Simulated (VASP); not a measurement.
OSZICAR of a VASP run on Zr (hcp):

OSZICAR:
```
       N       E                     dE             d eps       ncg     rms          rms(c)
DAV:   1     0.215543650176E+03    0.21554E+03   -0.12278E+04    32   0.124E+03
DAV:   2    -0.408988756700E+01   -0.21963E+03   -0.21837E+03    40   0.377E+02
DAV:   3    -0.147098144637E+02   -0.10620E+02   -0.10587E+02    56   0.710E+01
DAV:   4    -0.149601969393E+02   -0.25038E+00   -0.24372E+00    32   0.973E+00
DAV:   5    -0.150392535904E+02   -0.79057E-01   -0.74511E-01    56   0.210E+00    0.124E+01
DAV:   6    -0.144677236534E+02    0.57153E+00   -0.11576E+00    32   0.772E+00    0.585E+00
DAV:   7    -0.144065241293E+02    0.61200E-01   -0.17212E+00    32   0.691E+00    0.328E+00
DAV:   8    -0.143887884028E+02    0.17736E-01   -0.24357E-01    48   0.209E+00    0.264E+00
DAV:   9    -0.143865973569E+02    0.21910E-02   -0.21886E-03    32   0.403E-01    0.248E+00
DAV:  10    -0.143904520344E+02   -0.38547E-02   -0.13862E-01    48   0.269E+00    0.483E-01
DAV:  11    -0.143895567572E+02    0.89528E-03   -0.22605E-03    56   0.411E-01    0.166E-01
DAV:  12    -0.143895102628E+02    0.46494E-04   -0.73159E-04    48   0.195E-01    0.690E-02
DAV:  13    -0.143895006171E+02    0.96457E-05   -0.50422E-05    48   0.657E-02    0.104E-02
DAV:  14    -0.143895010809E+02   -0.46382E-06   -0.24477E-06    40   0.125E-02
   1 F= -.14389501E+02 E0= -.14364781E+02  d E =-.741597E-01
```

Which electronic solver shows in the log?

It is blocked Davidson (ALGO = Normal, or the opening steps of other solvers). The INCAR had ALGO = Normal.

Can the final energy be trusted as converged?

Self-consistency was reached. It stopped with EDIFF = 1E-6, NELM = 100 (PBE GGA, plane waves, VASP's PBE PAW potentials (set 64)).

The compound is Zr in the hcp structure. The cell was not relaxed at this level, atoms are displaced from their ideal sites. The k-mesh is coarse (spacing up to 2.21 per Å, 2π included), so the numbers may not be converged in it. The run is one of a series of settings (KPOINTS 1×1×1 Γ-centred mesh against the base run), some of them coarse on purpose.
